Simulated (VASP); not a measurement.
Calculation: r2SCAN meta-GGA, VASP's PBE PAW potentials (set 64) (plane waves; VASP).

The input files of a VASP run:

### INCAR
```
ALGO  =  Normal
EDIFF  =  1E-6
EDIFFG  =  -0.01
ENCUT  =  480
IBRION  =  2
ISIF  =  3
ISMEAR  =  1
LASPH  =  .TRUE.
LCHARG  =  .FALSE.
LMAXMIX  =  4
LMIXTAU  =  .TRUE.
LREAL  =  .FALSE.
LWAVE  =  .FALSE.
METAGGA  =  R2SCAN
NELM  =  100
NSW  =  60
PREC  =  Accurate
SIGMA  =  0.1
SYSTEM  =  PdIn
```

**KPOINTS**
```
Automatic mesh
0
Gamma
10 10 10
0 0 0
```

### POSCAR
```
PdIn
1.0
  3.2735201987   0.0000000000   0.0000000000
  0.0000000000   3.2735201987   0.0000000000
  0.0000000000   0.0000000000   3.2735201987
In Pd
1 1
direct
  0.5000000000   0.5000000000   0.5000000000
  0.0000000000   0.0000000000   0.0000000000
```

POTCAR, in this order: In_d Pd (PBE.64 set). Program: vasp_std.

What VASP printed:

File OSZICAR:
```
       N       E                     dE             d eps       ncg     rms          rms(c)
DAV:   1     0.120903614317E+03    0.12090E+03   -0.11172E+04  1687   0.192E+03
DAV:   2    -0.443377468601E+02   -0.16524E+03   -0.16148E+03  1792   0.407E+02
DAV:   3    -0.519473561717E+02   -0.76096E+01   -0.75767E+01  2093   0.952E+01
DAV:   4    -0.520926733218E+02   -0.14532E+00   -0.14529E+00  2158   0.123E+01
DAV:   5    -0.520996899051E+02   -0.70166E-02   -0.70165E-02  2422   0.233E+00    0.872E+00
DAV:   6    -0.467226202568E+02    0.53771E+01   -0.49174E+00  1785   0.362E+01    0.394E+00
DAV:   7    -0.466019982868E+02    0.12062E+00   -0.53057E-01  1792   0.943E+00    0.250E+00
DAV:   8    -0.466259086916E+02   -0.23910E-01   -0.15082E-01  1871   0.337E+00    0.137E+00
DAV:   9    -0.466271593217E+02   -0.12506E-02   -0.74180E-02  1764   0.321E+00    0.372E-01
DAV:  10    -0.466375266276E+02   -0.10367E-01   -0.26036E-02  1792   0.203E+00    0.226E-01
DAV:  11    -0.466370109070E+02    0.51572E-03   -0.68439E-03  1757   0.921E-01    0.197E-01
DAV:  12    -0.466388008331E+02   -0.17899E-02   -0.11039E-03  1939   0.342E-01    0.862E-02
DAV:  13    -0.466389197080E+02   -0.11887E-03   -0.17099E-04  2023   0.131E-01    0.693E-02
DAV:  14    -0.466386305022E+02    0.28921E-03   -0.12916E-04  1792   0.130E-01    0.121E-01
DAV:  15    -0.466391767240E+02   -0.54622E-03   -0.61488E-04  1736   0.289E-01    0.264E-02
DAV:  16    -0.466391772280E+02   -0.50398E-06   -0.12280E-05  1987   0.325E-02    0.149E-02
DAV:  17    -0.466391758238E+02    0.14042E-05   -0.61546E-07  1239   0.842E-03    0.180E-02
DAV:  18    -0.466391760744E+02   -0.25056E-06   -0.22653E-07   966   0.616E-03
   1 F= -.46639176E+02 E0= -.46638530E+02  d E =-.466392E+02
```

File OUTCAR:
```
------------------------ aborting loop because EDIFF is reached ----------------------------------------
  FORCE on cell =-STRESS in cart. coord.  units (eV):
  Direction    XX          YY          ZZ          XY          YZ          ZX
  --------------------------------------------------------------------------------------
  Total        0.0173077      0.0173077      0.0173077     -0.0000000     -0.0000000      0.0000000
  in kB        0.7905067      0.7905067      0.7905067     -0.0000000     -0.0000000      0.0000000
  external PRESSURE =       0.7905067 kB  Pullay stress =       0.0000000 kB
  volume of cell :       35.08
      direct lattice vectors                 reciprocal lattice vectors
     3.273520199  0.000000000  0.000000000     0.305481543  0.000000000  0.000000000
     0.000000000  3.273520199  0.000000000     0.000000000  0.305481543  0.000000000
     0.000000000  0.000000000  3.273520199     0.000000000  0.000000000  0.305481543
 POSITION                                       TOTAL-FORCE (eV/Angst)
 -----------------------------------------------------------------------------------
      1.63676      1.63676      1.63676         0.000000      0.000000      0.000000
      0.00000      0.00000      0.00000         0.000000      0.000000      0.000000
 -----------------------------------------------------------------------------------
    total drift:                                0.000000      0.000000     -0.000000
  FREE ENERGIE OF THE ION-ELECTRON SYSTEM (eV)
  ---------------------------------------------------
  free  energy   TOTEN  =       -46.6391760744 eV

  energy  without entropy=      -46.6372363578  energy(sigma->0) =      -46.63852950

 reached required accuracy - stopping structural energy minimisation
```
(Selected blocks of OUTCAR.)

The compound is PdIn in the CsCl type structure. It was relaxed first. The start is the result of an earlier pass. The electron count is odd and the run is not spin-polarised, which forces a metal.
